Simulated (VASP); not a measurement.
GaN (wurtzite): the LDA gap over mesh and path against the volume, with shape and ions relaxed at each volume; LDA's own equilibrium is at 11.115 Å³/atom. VASP (PAW), 520 eV cut-off, 9×9×5 Γ-centred mesh, Gaussian smearing of 0.050 eV, potentials Ga_d N.  Fit the value as a straight line in ln V.

```json
[
 {"V (Å³/atom)": "9.781", "LDA gap over mesh and path (eV)": "2.956"},
 {"V (Å³/atom)": "10.114", "LDA gap over mesh and path (eV)": "2.736"},
 {"V (Å³/atom)": "10.448", "LDA gap over mesh and path (eV)": "2.520"},
 {"V (Å³/atom)": "10.781", "LDA gap over mesh and path (eV)": "2.311"},
 {"V (Å³/atom)": "11.115", "LDA gap over mesh and path (eV)": "2.107"},
 {"V (Å³/atom)": "11.448", "LDA gap over mesh and path (eV)": "1.909"}
]
```

### Question
Fit the rows as the text says and predict the value at 11.782.

### Answer
The slope against ln V is -6.66 eV, the volume deformation potential of this gap. The line misses the rows by up to 0.002 and gives 1.719 at 11.782. The run gave 1.716, -0.003 from the line.

Left out are failed runs and those whose mesh is unfit for this quantity.

The compound is GaN in the wurtzite structure.
